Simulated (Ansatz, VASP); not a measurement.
GeP4: VASP beside Ansatz

```
Ge P
1.0
    -2.28083    2.28083    5.67551
     2.28083   -2.28083    5.67551
     2.28083    2.28083   -5.67551
Ge P
1 4
Cartesian
  0.0000 0.0000 0.0000
  2.2808 0.0000 2.8378
  0.0000 2.2808 2.8378
  0.0000 0.0000 4.3141
  0.0000 0.0000 7.0370
```

Change from the starting cell: species swapped into the BaAl4 type (I4/mmm, No. 139).

Alike in both runs: task single point; functional PBE; k mesh 6 × 6 × 6; occupations gaussian, width 0.1 eV; no spin polarisation.

```csv
,VASP,Ansatz
version,VASP 6.6.1,Ansatz 0.2.0
potentials or method,"VASP PAW PBE potentials, release 64 (Ge_d, P)","scalar-relativistic, plane waves, PAW"
plane-wave cutoff (eV),520,420
valence electrons in the cell,34,34
```

Ansatz gave:

| Item | Value |
| --- | --- |
| gap on the k mesh at the Fermi level (eV) | none |
| pressure (GPa) | -11.9 |
| largest component of the traceless stress (GPa) | 0.75 |
| rms of the force components (eV/Å) | 0.453 |

Question: Which values does VASP return?

Answer: gap on the k mesh at the Fermi level (eV): none; pressure (GPa): -11.9; largest component of the traceless stress (GPa): 0.73; rms of the force components (eV/Å): 0.457.

Atom by atom the forces differ by 0.004 eV/Å (rms over components). A gap of «none» marks a metal or a gap that the smearing closes. The functional is the same, so the differences come from potentials, cutoffs and numerics.

Caveats: forces of over 1 eV/Å show positions far from the minimum, so gaps and moduli don't describe the material at rest.
